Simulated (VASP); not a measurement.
The system is Ge.

```xyz
2
Lattice="0.0000 2.8370 2.8370 2.8370 0.0000 2.8370 2.8370 2.8370 0.0000" Properties=species:S:1:pos:R:3 pbc="T T T"
Ge    0.0000    0.0000    0.0000
Ge    1.4185    1.4185    1.4185
```

Base run:

- Program: VASP 6.6.1
- Functional: TB-mBJ
- Potentials or basis: VASP PAW PBE potentials, release 64 (Ge_d)
- Cutoff: 520 eV
- k mesh: 10 × 10 × 10
- Occupations: gaussian, width 0.03 eV
- Spin: no spin polarisation

Its results: band gap on the k mesh 0.68 eV, direct.

Q: The run is repeated on the same cell with these changes: functional from TB-mBJ to r2SCAN. What comes out?

A: Band gap on the k mesh 0.32 eV, direct.
